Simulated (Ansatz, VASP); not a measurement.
# Ge3Pd in VASP and in Ansatz

File INCAR:

```
SYSTEM = Ge3Pd
PREC = Accurate
ENCUT = 520
EDIFF = 1E-7
ISMEAR = -1
SIGMA = 0.05
LREAL = .FALSE.
LASPH = .TRUE.
NELM = 150
ALGO = Normal
ISIF = 2
LWAVE = .FALSE.
LCHARG = .TRUE.
LMAXMIX = 4
LDAU = .TRUE.
LDAUTYPE = 2
LDAUL = 2 -1
LDAUU = 1 0
LDAUJ = 0 0
LDAUPRINT = 1
GGA = PS
LELF = .TRUE.
LVHAR = .TRUE.
NBANDS = 34
```

KPOINTS

```
regular mesh
0
G
  7 7 7
  0 0 0
```

POSCAR

```
Ge3Pd
1.0
    4.1420230000      0.0000000000      0.0000000000
    0.0000000000      4.1420230000      0.0000000000
    0.0000000000      0.0000000000      4.1420230000
Pd Ge
1 3
Direct
    0.0000000000      0.0000000000      0.0000000000
    0.5000000000      0.5000000000      0.0000000000
    0.5000000000      0.0000000000      0.5000000000
    0.0000000000      0.5000000000      0.5000000000
```

input.yaml

```yaml
crystal:
  lattice:
    - [4.142023, 0.0, 0.0]
    - [0.0, 4.142023, 0.0]
    - [0.0, 0.0, 4.142023]
  atoms:
    - { symbol: Pd, position: [0.0, 0.0, 0.0] }
    - { symbol: Ge, position: [0.5, 0.5, 0.0] }
    - { symbol: Ge, position: [0.5, 0.0, 0.5] }
    - { symbol: Ge, position: [0.0, 0.5, 0.5] }
hamiltonian:
  xc: pbesol
  pseudopotentials: { kind: paw }
  hubbard: { sites: [{ species: Pd, l: d, u_eff: 1.0 }] }
kpoints:
  mp_grid: { grid: [7, 7, 7] }
  band_path:
    path:
      - [[0.0, 0.0, 0.0], [0.0, 0.5, 0.0], [0.5, 0.5, 0.0], [0.0, 0.0, 0.0], [0.5, 0.5, 0.5], [0.0, 0.5, 0.0]]
      - [[0.5, 0.5, 0.0], [0.5, 0.5, 0.5]]
    npoints: 14
scf:
  occupations: { method: fermi_dirac, width: 0.05 }
  n_extra_bands: 10
output:
  forces: true
  stress: true
  eigenvalues: true
  fatbands: false
```

The cell comes from a database or a generator and needn't be the stable form of this composition.

Alike in both runs: functional PBEsol; k mesh 7 × 7 × 7; occupations fermi-dirac, width 0.05 eV; no spin polarisation; Hubbard terms Pd d U = 1.0 eV.

```csv
,VASP,Ansatz
version,VASP 6.6.1,Ansatz 0.2.0
potentials or method,"VASP PAW PBE potentials, release 64 (Pd, Ge_d)",Ansatz PAW
plane-wave cutoff (eV),520,420
valence electrons in the cell,52,60
task,single point,band structure
```

|  | VASP | Ansatz | Ansatz less VASP |
| --- | --- | --- | --- |
| gap on the k mesh at the Fermi level (eV) | none | none | - |
| pressure (GPa) | -5.0 | -4.6 | +0.43 |

The programs project onto different local orbitals, so the same U acts differently. A gap of «none» marks a metal or a gap that the smearing closes. The two sets of potentials don't hold the same shells in valence.

Caveats: U without spin polarisation on a metal has little footing; the U is typed as a test and isn't derived for this compound; the PAW data sets were made with another functional, which shifts forces and pressure a little (VASP); the PAW data sets come from PBE, with cores solved anew for the run's functional, which leaves a small shift of forces and pressure (Ansatz).
